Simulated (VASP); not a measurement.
BN:

```xyz
4
Lattice="2.5311 0.0000 0.0000 -1.2656 2.1920 0.0000 0.0000 0.0000 7.2538" Properties=species:S:1:pos:R:3 pbc="T T T"
B     0.0000    1.4613    1.8134
B     1.2656    0.7307    5.4403
N     0.0000    1.4613    5.4403
N     1.2656    0.7307    1.8134
```

The cell isn't the ideal one: a relaxed cell with its volume scaled by 1.03.

| Quantity | Value |
| --- | --- |
| Program | VASP 6.6.1 |
| Task | relaxation of shape and atoms at fixed volume |
| Functional | PBE |
| Dispersion | D3(BJ) |
| Potentials or basis | VASP PAW PBE potentials, release 64 (B, N) |
| Cutoff | 520 eV |
| k mesh | 3 × 3 × 1 |
| Occupations | gaussian, width 0.02 eV |
| Spin | no spin polarisation |

At the start: pressure -6.2 GPa; volume 10.06 Å³/atom.

Task: Where does the relaxation end?

Result: Over 3 steps the energy falls by 5.5 meV/atom; space group P6_3/mmc (No. 194, to 0.05 Å).

The path:
```tsv
step	energy change (eV)	largest force (eV/Å)	pressure (GPa)	volume (Å³)
1	0.0000	0.0000	-6.23	40.25
2	-0.0218	0.0000	-0.48	40.25
3	-0.0218	0.0000	-0.42	40.25
```

Final structure:
```
CELL_PARAMETERS angstrom
2.50755 0.00000 0.00000
-1.25378 2.17161 0.00000
0.00000 0.00000 7.39067
ATOMIC_POSITIONS crystal
B 0.33333 0.66667 0.25000
B 0.66667 0.33333 0.75000
N 0.33333 0.66667 0.75000
N 0.66667 0.33333 0.25000
```

Caveat: the k mesh is coarse (spacing up to 0.96 Å⁻¹), so the values aren't converged.
